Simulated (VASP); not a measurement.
Here is a VASP 6.6.1 calculation.

Contents of INCAR:

```
SYSTEM = Hf
PREC = Accurate
ENCUT = 600
EDIFF = 1E-6
ISMEAR = 1
SIGMA = 0.1
LREAL = .FALSE.
LASPH = .TRUE.
NELM = 80
ALGO = Normal
ISIF = 3
LWAVE = .FALSE.
LCHARG = .FALSE.
GGA = PE
IBRION = 2
NSW = 90
EDIFFG = -0.01
KPAR = 2
```

Contents of KPOINTS:

```
Automatic mesh
0
G
  15 15 7
  0 0 0
```

Contents of POSCAR:

```
Hf
1.0
    3.1967000000      0.0000000000      0.0000000000
   -1.5983500000      2.7684234083      0.0000000000
    0.0000000000      0.0000000000      5.0578000000
Hf
2
Direct
    0.3333333333      0.6666666667      0.2500000000
    0.6666666667      0.3333333333      0.7500000000
```

Potentials or basis: VASP PAW PBE potentials, release 64 (Hf_pv).

Launch:

```bash
$ cat potpaw_PBE.64/Hf_pv/POTCAR > POTCAR
$ mpirun -np 2 vasp_std > vasp.out
```

(1) What does it give for the relaxed volume?

(2) Estimate the band gap on the k mesh.

(3) Estimate the relaxed cell.

## Answers

(1) 22.43 Å³/atom.

(2) none (metal or under the smearing width).

(3) a = 3.201 Å, b = 3.201 Å, c = 5.057 Å, α = 90.00°, β = 90.00°, γ = 120.00°.
